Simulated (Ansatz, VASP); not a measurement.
# Mo (Mo(100)): VASP beside Ansatz

Wanted: the spread between two codes on one cell, functional and k mesh. Other levels of theory on this material are compared in a session of their own.

Calculated with Ansatz 0.2.0; plane waves, with VASP 6.6.1 beside it; single point at r2SCAN.

### 1. The structure

The cell holds 7 atoms: 7 Mo. Cell: a = 3.150 Å, b = 3.150 Å, c = 27.450 Å, α = 90.0°, β = 90.0°, γ = 90.0°. Vacuum lies along c.

### 2. VASP: single point, r2SCAN

With cell and atoms fixed, the geometry can't cause a difference; cores, projectors, grids and the points listed under the comparison can.

Lines of VASP's logs that name or quote its potential files are left out, and so is its time.

INCAR reads:

```
SYSTEM = Mo
PREC = Normal
ENCUT = 350
EDIFF = 1E-06
NELM = 120
ISMEAR = 1
SIGMA = 0.1
LREAL = .FALSE.
ALGO = Normal
METAGGA = R2SCAN
LASPH = .TRUE.
NBANDS = 28
LORBIT = 11
LWAVE = .FALSE.
LCHARG = .FALSE.
KPAR = 4
IDIPOL = 3
LDIPOL = .TRUE.
DIPOL = 0.5 0.5 0.5
LVHAR = .TRUE.
LVACPOTAV = .TRUE.
```

POSCAR reads:

```
Mo
1.0
    3.1500000000      0.0000000000      0.0000000000
    0.0000000000      3.1500000000      0.0000000000
    0.0000000000      0.0000000000     27.4500000000
Mo
7
Direct
    0.0000000000      0.0000000000      0.3278688525
    0.5000000000      0.5000000000      0.3852459016
    0.0000000000      0.0000000000      0.4426229508
    0.5000000000      0.5000000000      0.5000000000
    0.0000000000      0.0000000000      0.5573770492
    0.5000000000      0.5000000000      0.6147540984
    0.0000000000      0.0000000000      0.6721311475
```

KPOINTS reads:

```
Automatic mesh
0
Gamma
8 8 1
0 0 0
```

The projector-augmented-wave data sets are Mo (PBE family, release 64).

Started as:

```
> mpirun -np 4 vasp_std
```

Numbers of over 12 decimals in the logs are rounded to 6 here.

Log:

```text
[banner, memory and clock lines left out]
running    4 mpi-ranks, on    1 nodes
 distrk:  each k-point on    1 cores,    4 groups
 distr:  one band on    1 cores,    1 groups

 POSCAR found type information on POSCAR Mo
 POSCAR found :  1 types and       7 ions
|                                                                             |
|               ----> ADVICE to this user running VASP <----                  |
|                                                                             |
|     You enforced a specific xc type in the INCAR file but a different       |
|     [... a line on the potential file left out ...]
|     I HOPE YOU KNOW WHAT YOU ARE DOING!                                     |
|                                                                             |

 LDA part: xc-table for (None), standard interpolation
 POSCAR, INCAR and KPOINTS ok, starting setup
 FFT: planning ... GRIDC
 FFT: planning ... GRID_SOFT
 FFT: planning ... GRID
 WAVECAR not read
 entering main loop
       N       E                     dE             d eps       ncg     rms          rms(c)
DAV:   1     0.678271682736E+02    0.67827E+02   -0.13592E+04   840   0.894E+02
DAV:   2    -0.162740067657E+03   -0.23057E+03   -0.21867E+03  1108   0.219E+02
DAV:   3    -0.184446533230E+03   -0.21706E+02   -0.20947E+02  1172   0.641E+01
DAV:   4    -0.185952725379E+03   -0.15062E+01   -0.14538E+01  1392   0.151E+01
DAV:   5    -0.186006284698E+03   -0.53559E-01   -0.52368E-01  1264   0.272E+00    0.337E+01
DAV:   6    -0.193082485082E+03   -0.70762E+01   -0.13708E+02  1460   0.377E+01    0.272E+01
DAV:   7    -0.195625189437E+03   -0.25427E+01   -0.41398E+02  1520   0.801E+01    0.225E+01
DAV:   8    -0.180092550461E+03    0.15533E+02   -0.16596E+02  1460   0.488E+01    0.127E+01
DAV:   9    -0.177923822300E+03    0.21687E+01   -0.24175E+01  1404   0.242E+01    0.567E+00
DAV:  10    -0.178229797422E+03   -0.30598E+00   -0.24654E+00  1320   0.713E+00    0.430E+00
DAV:  11    -0.178232324280E+03   -0.25269E-02   -0.21956E-01  1360   0.210E+00    0.405E+00
DAV:  12    -0.178063855306E+03    0.16847E+00   -0.27379E-01  1224   0.216E+00    0.309E+00
DAV:  13    -0.177985397551E+03    0.78458E-01   -0.63742E-01  1368   0.306E+00    0.144E+00
DAV:  14    -0.177994729683E+03   -0.93321E-02   -0.10040E-01  1160   0.147E+00    0.576E-01
[...]
DAV:  26    -0.177991220192E+03   -0.17658E-04   -0.95490E-06   992   0.311E-02    0.174E-03
DAV:  27    -0.177991221460E+03   -0.12678E-05   -0.36962E-06   908   0.214E-02    0.152E-03
DAV:  28    -0.177991232435E+03   -0.10975E-04   -0.41777E-06   924   0.226E-02    0.784E-04
DAV:  29    -0.177991236983E+03   -0.45479E-05   -0.15743E-06   840   0.133E-02    0.509E-04
DAV:  30    -0.177991240145E+03   -0.31627E-05   -0.64547E-07   652   0.892E-03    0.579E-04
DAV:  31    -0.177991238862E+03    0.12835E-05   -0.76099E-07   660   0.100E-02    0.458E-04
DAV:  32    -0.177991241491E+03   -0.26288E-05   -0.10169E-06   684   0.117E-02    0.256E-04
DAV:  33    -0.177991241557E+03   -0.65977E-07   -0.13866E-06   780   0.134E-02
|                                                                             |
|           W    W    AA    RRRRR   N    N  II  N    N   GGGG   !!!           |
|           W    W   A  A   R    R  NN   N  II  NN   N  G    G  !!!           |
|           W    W  A    A  R    R  N N  N  II  N N  N  G       !!!           |
|           W WW W  AAAAAA  RRRRR   N  N N  II  N  N N  G  GGG   !            |
|           WW  WW  A    A  R   R   N   NN  II  N   NN  G    G                |
|           W    W  A    A  R    R  N    N  II  N    N   GGGG   !!!           |
|                                                                             |
|     Did not find any points to average over, which means that no vacuum     |
|     field-free region was found. Please increase the size of  your cell     |
|     in the dimension of the dipole correction to obtain accurate            |
|     workfunction values.                                                    |
|                                                                             |

   1 F= -.17799124E+03 E0= -.17799191E+03  d E =0.200311E-02
```

Parts of OUTCAR (step 2):

```text
ion  position               nearest neighbor table
   1  0.000  0.000  0.328-   2 2.73   2 2.73   2 2.73   2 2.73   3 3.15
   2  0.500  0.500  0.385-   1 2.73   1 2.73   1 2.73   1 2.73   3 2.73   3 2.73   3 2.73   3 2.73
                             4 3.15
   3  0.000  0.000  0.443-   2 2.73   4 2.73   2 2.73   4 2.73   2 2.73   4 2.73   2 2.73   4 2.73
                             1 3.15   5 3.15
   4  0.500  0.500  0.500-   3 2.73   5 2.73   3 2.73   5 2.73   3 2.73   5 2.73   3 2.73   5 2.73
                             2 3.15   6 3.15
   5  0.000  0.000  0.557-   4 2.73   6 2.73   4 2.73   6 2.73   4 2.73   6 2.73   4 2.73   6 2.73
                             7 3.15   3 3.15
   6  0.500  0.500  0.615-   7 2.73   7 2.73   7 2.73   7 2.73   5 2.73   5 2.73   5 2.73   5 2.73
                             4 3.15
   7  0.000  0.000  0.672-   6 2.73   6 2.73   6 2.73   6 2.73   5 3.15

  LATTYP: Found a simple tetragonal cell.
 ALAT       =     3.1500000000
 C/A-ratio  =     8.7142857143

 Subroutine GETGRP returns: Found 16 space group operations
 (whereof 16 operations were pure point group operations)

The static configuration has the point symmetry D_4h.

 Found     15 irreducible k-points:

   k-points           NKPTS =     15   k-points in BZ     NKDIM =     15   number of bands    NBANDS=     28

   dimension x,y,z NGX =    14 NGY =   14 NGZ =  126
   dimension x,y,z NGXF=    28 NGYF=   28 NGZF=  252

   ENCUT  =  350.0 eV  25.72 Ry    5.07 a.u.   4.81  4.81 41.87*2*pi/ulx,y,z

   NELECT =      42.0000    total number of electrons

 k-points in reciprocal lattice and weights: Automatic mesh
   0.00000000  0.00000000  0.00000000       0.016
   0.12500000  0.00000000  0.00000000       0.062
   0.25000000  0.00000000  0.00000000       0.062
   0.37500000  0.00000000  0.00000000       0.062
   0.50000000  0.00000000  0.00000000       0.031
   0.12500000  0.12500000  0.00000000       0.062
   0.25000000  0.12500000  0.00000000       0.125
   0.37500000  0.12500000  0.00000000       0.125
   0.50000000  0.12500000  0.00000000       0.062
[...]
0.50000000  0.37500000  0.00000000       0.062
   0.50000000  0.50000000  0.00000000       0.016

 dipolmoment           0.000000      0.000000     -0.000000 electrons x Angstroem

 average (electrostatic) potential at core
       1 -47.2111       2 -47.4050       3 -47.5655       4 -47.3975       5 -47.5655
       6 -47.4050       7 -47.2111

 E-fermi :   0.4353

 k-point     1 :       0.0000    0.0000    0.0000
  band No.  band energies     occupation
    ...
     18      -0.3502      2.00000
     19      -0.3502      2.00000
     20      -0.1258      2.00000
     21       0.3189      2.06966
     22       0.3189      2.06966
     23       0.4704      0.44456
     24       0.4782      0.34229
     25       0.7917     -0.00001
     26       0.9952     -0.00000
     27       1.3787     -0.00000
    ...

 k-point     2 :       0.1250    0.0000    0.0000
  band No.  band energies     occupation
    ...
     18      -0.1803      2.00000
     19      -0.1490      2.00000
     20       0.0034      2.00000
     21       0.1785      2.00170
     22       0.3884      1.70488
     23       0.5047      0.08436
     24       0.9190     -0.00000
     25       1.0665     -0.00000
     26       1.1704     -0.00000
     27       1.2457     -0.00000
    ...

 k-point     3 :       0.2500    0.0000    0.0000
  band No.  band energies     occupation
    ...
     17      -0.8018      2.00000
     18      -0.4082      2.00000
     19      -0.3358      2.00000
     20      -0.2392      2.00000
     21      -0.0991      2.00000
     22       0.9782     -0.00000
     23       1.0887     -0.00000
     24       1.1008     -0.00000
     25       1.1057     -0.00000
     26       1.2710     -0.00000
    ...

  Total       -9.3292152     -9.3292152     -7.7486849      0.0000000      0.0000000     -0.0000000
  in kB      -54.8772367    -54.8772367    -45.5800847      0.0000000      0.0000000     -0.0000000
  external PRESSURE =     -51.7781860 kB  Pullay stress =       0.0000000 kB

  energy-cutoff  :      350.00
  volume of cell :      272.37
      direct lattice vectors                 reciprocal lattice vectors
     3.150000000  0.000000000  0.000000000     0.317460317  0.000000000  0.000000000
     0.000000000  3.150000000  0.000000000     0.000000000  0.317460317  0.000000000
     0.000000000  0.000000000 27.450000000     0.000000000  0.000000000  0.036429872

 POSITION                                       TOTAL-FORCE (eV/Angst)
 -----------------------------------------------------------------------------------
      0.00000      0.00000      9.00000         0.000000      0.000000      1.877653
      1.57500      1.57500     10.57500         0.000000     -0.000000     -1.523053
      0.00000      0.00000     12.15000         0.000000     -0.000000     -0.210702
      1.57500      1.57500     13.72500         0.000000     -0.000000      0.000000
      0.00000      0.00000     15.30000         0.000000     -0.000000      0.210702
      1.57500      1.57500     16.87500         0.000000     -0.000000      1.523053
      0.00000      0.00000     18.45000        -0.000000      0.000000     -1.877653
 -----------------------------------------------------------------------------------
    total drift:                                0.000000      0.000000      0.000000

  FREE ENERGIE OF THE ION-ELECTRON SYSTEM (eV)
  ---------------------------------------------------
  free  energy   TOTEN  =      -177.9912415567 eV

  energy  without entropy=     -177.9932446716  energy(sigma->0) =     -177.99190926

 vacuum level on the upper side and lower side of the slab         4.271         4.271

 total charge
# of ion       s       p       d       tot
------------------------------------------
    1        0.453   0.291   4.247   4.991
    2        0.519   0.543   4.303   5.365
    3        0.519   0.572   4.298   5.390
    4        0.519   0.574   4.324   5.418
    5        0.519   0.572   4.298   5.390
    6        0.519   0.543   4.303   5.365
    7        0.453   0.291   4.247   4.991
--------------------------------------------------
tot          3.502   3.386  30.021  36.910

[... 3 further parts left out ...]
```

(Part 1 of 2 ends here.)

[Lines on the potential files, build, host, timing and source positions are cut from VASP's logs without a mark.]

[Logs are printed without paths, hosts, clocks, repeated set-up lines and the standing remarks that a program may print on its own settings, such as how far it seeks lower states.]

[Hosts, paths, dates, database ids (printed as entryN), source tags and the programs' standing remarks are cut or masked in the printed files.]
